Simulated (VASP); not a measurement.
Level of theory: PBE GGA, VASP's PBE PAW potentials (set 64) (plane waves; VASP).

Input for VASP

### KPOINTS
```
Automatic mesh
0
Gamma
7 7 1
0 0 0
```

**POSCAR**
```
Ta2N
1
    2.9055310000     0.0000000000     0.0000000000
   -1.4527650000     2.5162630000     0.0000000000
    0.0000000000     0.0000000000    16.3510660000
N Ta
1 2
Direct
  0.0000000000   0.0000000000   0.5000000000
  0.3333330000   0.6666670000   0.5718930000
  0.6666670000   0.3333330000   0.4281070000
```

### INCAR
```
LWAVE = F
ENCUT = 400   ! plane-wave cut-off (eV)
LCHARG = F
SIGMA = 0.05   ! width (eV)
ISMEAR = 0   ! Gaussian
PREC = Accurate
ALGO = Normal
LREAL = F   ! projection in real space or not
LASPH = T   ! aspherical one-centre terms
NELM = 100
GGA = PE   ! PBE
ISIF = 2
LMAXMIX = 6
EDIFF = 1E-6
SYSTEM = Ta2N
```

POTCAR, in this order: N Ta_pv (PBE.64 set). Program: vasp_std.

What VASP printed:

File OUTCAR:
```
 ion  position               nearest neighbor table
   1  0.000  0.000  0.500-   2 2.05   3 2.05   2 2.05   3 2.05   3 2.05   2 2.05
   2  0.333  0.667  0.572-   1 2.05   1 2.05   1 2.05   3 2.89   3 2.89   3 2.89
   3  0.667  0.333  0.428-   1 2.05   1 2.05   1 2.05   2 2.89   2 2.89   2 2.89
  LATTYP: Found a hexagonal cell.
 ALAT       =     2.9055310000
 C/A-ratio  =     5.6275654949
 Subroutine PRICEL returns:
 Original cell was already a primitive cell.
 Subroutine GETGRP returns: Found 12 space group operations
The static configuration has the point symmetry D_3d.
The dynamic configuration has the point symmetry D_3d.
 Subroutine INISYM returns: Found 12 space group operations
 Subroutine IBZKPT returns following result:
 Found      8 irreducible k-points:

 Following reciprocal coordinates:
            Coordinates               Weight
  0.000000  0.000000  0.000000      1.000000
  0.142857  0.000000  0.000000      6.000000
  0.285714  0.000000  0.000000      6.000000
  0.428571  0.000000  0.000000      6.000000
  0.142857  0.142857  0.000000      6.000000
  0.285714  0.142857  0.000000     12.000000
  0.428571  0.142857  0.000000      6.000000
  0.285714  0.285714  0.000000      6.000000
   k-points           NKPTS =      8   k-points in BZ     NKDIM =      8   number of bands    NBANDS=     17
   number of dos      NEDOS =    301   number of ions     NIONS =      3
   total plane-waves  NPLWV =  43200
   dimension x,y,z NGX =    20 NGY =   20 NGZ =  108
   dimension x,y,z NGXF=    40 NGYF=   40 NGZF=  216
   ions per type =               1   2
   PREC   = accura    normal or accurate (medium, high low for compatibility)
   ISTART =      0    job   : 0-new  1-cont  2-samecut
   ICHARG =      2    charge: 1-file 2-atom 10-const
   ISPIN  =      1    spin polarized calculation?
   LNONCOLLINEAR =      F non collinear calculations
   LSORBIT =      F    spin-orbit coupling
   INIWAV =      1    electr: 0-lowe 1-rand  2-diag
   ENCUT  =  400.0 eV  29.40 Ry    5.42 a.u.   4.74  4.74 26.66*2*pi/ulx,y,z
   NELM   =    100;   NELMIN=  2; NELMDL= -5     # of ELM steps
   EDIFF  = 0.1E-05   stopping-criterion for ELM
   LREAL  =      F    real-space projection
   NLSPLINE    = F    spline interpolate recip. space projectors
   LMAXMIX     =    6 max onsite mixed and CHGCAR
   VOSKOWN=      0    Vosko Wilk Nusair interpolation
   EDIFFG = 0.1E-04   stopping-criterion for IOM
   NSW    =      0    number of steps for IOM
   NBLOCK =      1;   KBLOCK =      1    inner block; outer block
   IBRION =     -1    ionic relax: 0-MD 1-quasi-New 2-CG
   NFREE  =      0    steps in history (QN), initial steepest desc. (CG)
   ISIF   =      2    stress and relaxation
   ISYM   =      2    0-nonsym 1-usesym 2-fastsym
   TEIN   =    0.0    initial temperature
   TEBEG  =    0.0;   TEEND  =   0.0 temperature during run
   SMASS  =  -3.00    Nose mass-parameter (am)
   PSTRESS=    0.0 pullay stress
   NELECT =      27.0000    total number of electrons
   EFERMI =   0.00;   METHOD = LEGACY
   ISMEAR =     0;   SIGMA  =   0.05  broadening in eV -4-tet -1-fermi 0-gaus
   IALGO  =     38    algorithm
   LDIAG  =      T    sub-space diagonalisation (order eigenvalues)
   IMIX   =      4    mixing-type and parameters
     AMIX     =   0.40;   BMIX     =  1.00
     AMIX_MAG =   1.60;   BMIX_MAG =  1.00
     AMIN     =   0.10
   GGA     = PE    functional components
   VOSKOWN =     0    Vosko Wilk Nusair interpolation
   LHFCALC =     F    Hartree Fock is set to
   LHFONE  =     F    Hartree Fock one center treatment
   AEXX    =    0.0000 exact exchange contribution
   IVDW    =     0    specifies the selected vdW correction
   LEPSILON=     F    determine dielectric tensor
   LRPA    =     F    only Hartree local field effects (RPA)
  energy-cutoff  :      400.00
...
```

OSZICAR:
```
       N       E                     dE             d eps       ncg     rms          rms(c)
DAV:   1     0.189734853230E+03    0.18973E+03   -0.13737E+04   336   0.111E+03
DAV:   2    -0.238652859166E+02   -0.21360E+03   -0.21110E+03   353   0.321E+02
DAV:   3    -0.342356459447E+02   -0.10370E+02   -0.10211E+02   349   0.716E+01
DAV:   4    -0.346395570127E+02   -0.40391E+00   -0.40131E+00   384   0.117E+01
DAV:   5    -0.346451212573E+02   -0.55642E-02   -0.55558E-02   352   0.138E+00    0.347E+01
DAV:   6    -0.309364155511E+02    0.37087E+01   -0.33305E+01   331   0.372E+01    0.163E+01
DAV:   7    -0.306487289031E+02    0.28769E+00   -0.38449E+00   320   0.122E+01    0.719E+00
DAV:   8    -0.305623206595E+02    0.86408E-01   -0.40709E-01   352   0.523E+00    0.561E-01
DAV:   9    -0.305567621861E+02    0.55585E-02   -0.10622E-01   359   0.192E+00    0.324E-01
DAV:  10    -0.305551152119E+02    0.16470E-02   -0.16394E-02   336   0.886E-01    0.101E-01
DAV:  11    -0.305546795909E+02    0.43562E-03   -0.19623E-03   399   0.286E-01    0.414E-02
DAV:  12    -0.305544496924E+02    0.22990E-03   -0.30984E-04   336   0.104E-01    0.232E-02
DAV:  13    -0.305541733011E+02    0.27639E-03   -0.43662E-04   358   0.917E-02    0.163E-02
DAV:  14    -0.305543200324E+02   -0.14673E-03   -0.42159E-05   360   0.403E-02    0.194E-02
DAV:  15    -0.305544218624E+02   -0.10183E-03   -0.31742E-05   327   0.366E-02    0.483E-03
DAV:  16    -0.305545161709E+02   -0.94309E-04   -0.49736E-06   254   0.143E-02    0.356E-03
DAV:  17    -0.305545548102E+02   -0.38639E-04   -0.22142E-06   253   0.749E-03    0.129E-03
DAV:  18    -0.305545753601E+02   -0.20550E-04   -0.16056E-06   221   0.525E-03    0.105E-03
DAV:  19    -0.305545771834E+02   -0.18233E-05   -0.24488E-07   165   0.309E-03    0.420E-04
DAV:  20    -0.305545783745E+02   -0.11911E-05   -0.91783E-08   165   0.151E-03    0.238E-04
DAV:  21    -0.305545785930E+02   -0.21854E-06   -0.18147E-08   157   0.787E-04
   1 F= -.30554579E+02 E0= -.30552792E+02  d E =-.357301E-02
```

OUTCAR:
```
------------------------ aborting loop because EDIFF is reached ----------------------------------------
  FORCE on cell =-STRESS in cart. coord.  units (eV):
  Direction    XX          YY          ZZ          XY          YZ          ZX
  --------------------------------------------------------------------------------------
  Total       12.2776868     12.2776804      6.6261892      0.0000024      0.0000000     -0.0000000
  in kB      164.5506171    164.5505311     88.8069185      0.0000327      0.0000000     -0.0000000
  external PRESSURE =     139.3026889 kB  Pullay stress =       0.0000000 kB
  volume of cell :      119.54
      direct lattice vectors                 reciprocal lattice vectors
     2.905531000  0.000000000  0.000000000     0.344171169  0.198707300  0.000000000
    -1.452765000  2.516263000  0.000000000     0.000000000  0.397414738  0.000000000
     0.000000000  0.000000000 16.351066000     0.000000000  0.000000000  0.061158092
 POSITION                                       TOTAL-FORCE (eV/Angst)
 -----------------------------------------------------------------------------------
      0.00000      0.00000      8.17553         0.000000      0.000000      0.000000
     -0.00000      1.67751      9.35106         0.000000      0.000000      3.047545
      1.45277      0.83875      7.00001        -0.000000      0.000000     -3.047545
 -----------------------------------------------------------------------------------
    total drift:                               -0.000000      0.000000      0.000000
  FREE ENERGIE OF THE ION-ELECTRON SYSTEM (eV)
  ---------------------------------------------------
  free  energy   TOTEN  =       -30.5545785930 eV

  energy  without entropy=      -30.5510055803  energy(sigma->0) =      -30.55279209
```
(Selected blocks of OUTCAR.)

At this cut-off the stress carries a Pulay error, which pulls relaxed volumes low. The cell holds a wide vacuum, so values per volume refer to the whole cell.

The cell is a sheet with vacuum, built from a generated structure.
